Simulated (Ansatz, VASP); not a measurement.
**TiC: VASP beside Ansatz**

Aim: how closely do two programs agree when they are given the same cell, functional and k mesh? The cell is generated by rule, not measured, and may not be a known phase. The cell is taken from a series of runs on this material, whose earlier steps may have relaxed, scaled, displaced or heated it; both programs get it as it stands.

Calculated with Ansatz 0.2.0; plane waves, with VASP 6.6.1 beside it; relaxation of cell and atoms at PBEsol and zone-centre phonons at PBEsol.

## Step 1: The structure

The structure is hexagonal, space group P6_3/mmc (No. 194). The conventional cell has a = 3.582 Å, b = 3.582 Å, c = 4.250 Å, α = 90.00°, β = 90.00°, γ = 120.00°. Nearest to Ti lie 5 C at 2.07 to 2.12 Å. Nearest to C lie 5 Ti at 2.07 to 2.12 Å. Farther neighbours are not listed.

## Step 2: Ansatz: relaxation of cell and atoms, PBEsol, pair 1

Ansatz runs on its default PAW (the set named soft_2) files.

The relaxed volume is the usual yardstick between codes: in a stiff, nearly cubic crystal its relative difference is about their pressure difference at one cell divided by the bulk modulus.

Contents of input.yaml:

```yaml
crystal:
  lattice:
    - [3.5824540108, 0.0, 0.0]
    - [-1.7912270054, 3.1024961812, 0.0]
    - [0.0, 0.0, 4.2496656922]
  atoms:
    - { symbol: Ti, position: [0.3333333333, 0.6666666667, -0.0625002185] }
    - { symbol: Ti, position: [0.6666666667, 0.3333333333, 0.4374997815] }
    - { symbol: C, position: [0.3333333333, 0.6666666667, 0.4375002185] }
    - { symbol: C, position: [0.6666666667, 0.3333333333, 0.9375002185] }
kpoints:
  mp_grid: { grid: [12, 12, 10] }
hamiltonian:
  xc: pbesol
scf:
  occupations: { method: methfessel_paxton, width: 0.15 }
output:
  forces: true
  stress: true
  eigenvalues: true
relax:
  adjacent_minimum: "off"
  f_tol: 0.001
  max_steps: 60
  cell: { stress_tol: 0.01 }
```

Started as:

```console
> ansatz run input.yaml --threads 4 --pin off --max-ram 7168MiB --backend cpu --events-out ev --progress --plain --runs-dir out
```

Numbers of over 12 decimals in the logs are rounded to 6 here.

Output:

```text
Warning: the atoms were moved onto the symmetric positions of the space group found under crystal.symmetry.tolerance 1.0e-5 (fractional; no operation is sought that the atoms, as they stand in a round, miss by more than twice it, and no atom is moved by as much as it), and the run uses the moved positions. Before a round's move an operation carried an atom to 1.86e-6 Å from where it should land, the largest such dist [...]
Engine: ansatz 0.2.0, aarch64-unknown-linux-gnu
Pseudopotentials: kind: paw
Pseudopotential: Ti, paw, valence charge 12, recommended cutoff 420 eV (normal), Ti.paw.azcp
Pseudopotential: C, paw, valence charge 4, recommended cutoff 420 eV (normal), C.paw.azcp
Functional definition: PBEsol
  exchange = pbesol_x
  correlation = pbesol_c
Crystal: 4 atoms, lattice volume = 47.233 Å³
Basis set: ecut = 420 eV, 909 PW (Γ), exchange–correlation on 48×48×60 points (8 copies of the dense FFT grid, shifted against one another)
Bands: 20, of which v1, the nominal top of the filled ones, is band 16 counted from 1 (15 counted from 0)
Symmetry: 24 space group operations
Space group: P63/mmc (ITA 194), of the structure as read, at distance tolerance 3.6e-5 Å
k-points: 114 of 1440
Non-local potential: Ti, projectors of the file, l = 0: 3, l = 1: 2, l = 2: 3, l = 3: 1
Non-local potential: C, projectors of the file, l = 0: 2, l = 1: 2, l = 2: 1
PAW form: soft (Blöchl's): semilocal exchange-correlation on the pseudo side does not see the compensation charge
PAW frozen core: Ti, regenerated for the run's functional, and the local potential with it (the file was generated under x = pbe(κ = 0.804, μ = 0.219515), c = pbe(β = 0.066725))
PAW frozen core: C, regenerated for the run's functional, and the local potential with it (the file was generated under x = pbe(κ = 0.804, μ = 0.219515), c = pbe(β = 0.066725))
PAW one-centre angular grid: Ti, 590 points (default); XC on 64 Gauss nodes
PAW one-centre angular grid: C, 110 points (default); XC on 64 Gauss nodes
Initial density: superposition of atomic densities (neutral atoms: chi_scale 0, normalization atom), corrected by the library's trained network
Initial wavefunctions: pseudopotential atomic-orbital guess
Functional: x = pbesol(κ = 0.804, μ = 0.123457), c = pbesol(β = 0.046)
SCF iter   1: F=—  HF=-5443.655330 eV  |F-HF|=—  |Δ(HF+E_count)|=         —  Δρ=1.26e-2  dr2=7.30e-2  ethr=1.77e-3  ⟨swp⟩=4.1  Hψ=9475  notcnv=0
preconditioner: auto → Kerker (q_TF=auto, 2.557 Å⁻¹)  [metal: Δε(μ)=0.024 eV  Ē_g=6.363 eV  σ=0.150 eV  W_gap=0.13  n_scr=20 (ndim 8)  ℏωp=21.6 eV  f_vac=0.000  D(μ)=0.61/eV (n_scr^D=2)]
SCF iter   2: F=—  HF=-5443.638187 eV  |F-HF|=—  |Δ(HF+E_count)|=   1.71e-2  S|Δr|=    0.00e0  Δρ=5.25e-3  dr2=1.05e-2  ethr=2.28e-4  ⟨swp⟩=1.0  Hψ=3197  notcnv=0
SCF iter   3: F=—  HF=-5443.634875 eV  |F-HF|=—  |Δ(HF+E_count)|=   3.31e-3  S|Δr|=    0.00e0  Δρ=1.08e-3  dr2=4.55e-4  ethr=3.27e-5  ⟨swp⟩=2.1  Hψ=3240  notcnv=0
SCF iter   4: F=—  HF=-5443.634804 eV  |F-HF|=—  |Δ(HF+E_count)|=   7.09e-5  S|Δr|=    0.00e0  Δρ=3.12e-4  dr2=3.69e-5  ethr=1.42e-6  ⟨swp⟩=2.0  Hψ=2903  notcnv=0
SCF iter   5: F=—  HF=-5443.634775 eV  |F-HF|=—  |Δ(HF+E_count)|=   2.87e-5  S|Δr|=    0.00e0  Δρ=8.04e-5  dr2=4.22e-6  ethr=1.15e-7  ⟨swp⟩=2.2  Hψ=3051  notcnv=0
SCF iter   6: F=—  HF=-5443.634776 eV  |F-HF|=—  |Δ(HF+E_count)|=   1.69e-7  S|Δr|=    0.00e0  Δρ=2.24e-5  dr2=3.30e-7  ethr=1.32e-8  ⟨swp⟩=2.0  Hψ=3179  notcnv=0
SCF iter   7: F=-5443.634776 eV  HF=-5443.634776 eV  |F-HF|=2.20e-10  |Δ(HF+E_count)|=   2.45e-8  S|Δr|=    0.00e0  Δρ=3.86e-6  dr2=4.08e-9  ethr=3.13e-10  ⟨swp⟩=4.1  Hψ=7313  notcnv=0
the search or the solves at the SCF's close seem to have found levels that the self-consistency loop had missed (the run counts 1). By its estimate they hold under 1e-12 electrons; where the run keeps them, the occupations were computed again with them
SCF 1 converged in 7 iterations: F = -5443.634776 eV  dr2 = 4.08e-9
  greatest PAW one-centre occupation: 0.999 electrons in one spin orbital (limit 2), on the Ti atom at site 1 (counted from 0), in its partial waves of l = 0
relax step   1: F+E_penalty+E_count = -5443.63477561 eV  Δ(F+E_penalty+E_count) = +0.000e0 eV  max|allowed force component| = 2.776e-16 eV/Å  Δτ_max = 0.0000 Å  P = +0.013 GPa  Ω = 47.233 Å³  (7 SCF iters, dr2 threshold 1.00e-7 eV, accepted)
[...]
relax step   2: F+E_penalty+E_count = -5443.63477250 eV  Δ(F+E_penalty+E_count) = +3.114e-6 eV  max|allowed force component| = 1.850e-16 eV/Å  Δτ_max = 0.0000 Å  P = +0.002 GPa  Ω = 47.235 Å³  energy of the carried Pulay correction = -3.225e-6 eV  (4 SCF iters, dr2 threshold 4.29e-10 eV, accepted)
[...]
relax step   3: F+E_penalty+E_count = -5443.63477607 eV  Δ(F+E_penalty+E_count) = -3.574e-6 eV  max|allowed force component| = 2.267e-16 eV/Å  Δτ_max = 0.0000 Å  P = +0.002 GPa  Ω = 47.235 Å³  stress off target by 3.08e-3 GPa  SCF on the basis re-selected at this cell (its energy is not comparable with the rows above)  (6 SCF iters)
basis re-selected at this cell: Δ(F+E_penalty+E_count) = -3.574e-6 eV, ΔP = +0.000 GPa vs the last step (what re-selecting the basis moved, of the pressure what is left beyond the Pulay correction that the steps carried, after the strain that the cell walked since its last selection, with what the two solves' SCF thresholds leave and, on support functions, any second-order correction that the steps lacked; it is no m [...]
SCF converged after 6 iterations
Stability not checked: this state was not tested for a lower state beside it, because cold or Methfessel-Paxton smearing, or corrected tetrahedra, fill the levels in a way that the test cannot read (fill_not_monotonic; see scf.lower_state_search)
Free energy (F): -5443.634776 eV
Harris-Foulkes:  -5443.634776 eV  (|F-HF|=3.64e-12)
Internal energy: -5443.633734 eV  (E = F + TS)
E sigma→0 (E₀):  -5443.634516 eV
Entropy (-TS):   -0.001042 eV (-0.260 meV/atom)
Fermi energy:    11.756691 eV
--- Per-component energies (eV) ---
  E_band       = -303.238713
  E_kinetic    = 724.015624
  E_local      = -1941.267159  (includes V_loc(G=0)·N_el)
  E_nonlocal   = 67.880858
  E_hartree    = 781.032281
  E_xc         = -291.440028
  E_vxc        = -365.192507  (∫ρ·V_xc dr)
  E_paw        = -2233.035474  (= ΣΔE_a)
  E_vpaw       = -350.740361  (= ΣTr[D̂ρ^β])
  E_aug_tail   = 0.000259  (compensation charges beyond the density's cutoff)
  E_ewald      = -2551.141066
  E_core_change = 0.320970  (= ΣΔE_core)
  E_smearing   = -0.001042  (= −TS)
  E_closure    = 0.000000  (closes the sum)
  Σ components = -5443.634776   (vs F -5443.634776, Δ=0.00e0)
--- Forces (eV/Å), atoms counted from 1 ---
  atom   1  Ti     0.00000000    -0.00000000    -0.00000000
  atom   2  Ti     0.00000000     0.00000000     0.00000000
  atom   3  C      0.00000000    -0.00000000    -0.00000000
  atom   4  C      0.00000000     0.00000000     0.00000000
  max |Σ_I F_I| component: 6.48e-17 eV/Å
--- Stress (GPa, compression-positive) ---
        0.003079      -0.000000      -0.000000
        0.000000       0.003079      -0.000000
       -0.000000      -0.000000       0.000604
  P = ⅓ Tr σ = 0.0023 GPa (0.023 kbar)
--- Band table (eV; the first three rows and the last of 114) ---
  k-point 0: bands = [... 12 lower, 9.2533, 9.2533, 9.3764, 12.5537, 12.5537, 13.6653, 13.9401, 14.8781]
  k-point 1: bands = [... 12 lower, 9.1928, 9.1928, 9.2262, 12.6649, 12.6979, 12.6979, 14.7430, 14.9184]
  k-point 2: bands = [... 12 lower, 9.0383, 9.0520, 9.0520, 11.4940, 13.0789, 13.0789, 14.9992, 14.9992]
  k-point 113: bands = [... 12 lower, 9.1874, 9.1874, 10.1061, 10.1061, 12.7465, 12.7465, 15.2503, 15.2503]
--- Relaxed structure (2 steps of the walk, 2 accepted, 1 SCFs on fresh bases) ---
  F+E_penalty+E_count = -5443.63477607 eV   max|allowed force component| = 2.267e-16 eV/Å   (the final SCF, on the basis selected at the relaxed cell)
  cell:  # Å, volume = 47.2355 Å³
    - [3.582518, 0.0, 0.0]
    - [-1.791259, 3.102551, 0.0]
    - [0.0, 0.0, 4.249727]
  atoms:
    - { symbol: Ti, position: [0.333333, 0.666667, -0.062500] }
    - { symbol: Ti, position: [0.666667, 0.333333, 0.4375] }
    - { symbol: C, position: [0.333333, 0.666667, 0.4375] }
    - { symbol: C, position: [0.666667, 0.333333, 0.9375] }
```

The column dr2 measures how far the density is from self-consistency, as an energy; F and HF (Harris–Foulkes) agree once it is small.

(Part 1 of 3 ends here.)

[Lines on the potential files, build, host, timing and source positions are cut from VASP's logs without a mark.]

[Logs are printed without paths, hosts, clocks, repeated set-up lines and the standing remarks that a program may print on its own settings, such as how far it seeks lower states.]

[Hosts, paths, dates, database ids (printed as entryN), source tags and the programs' standing remarks are cut or masked in the printed files.]
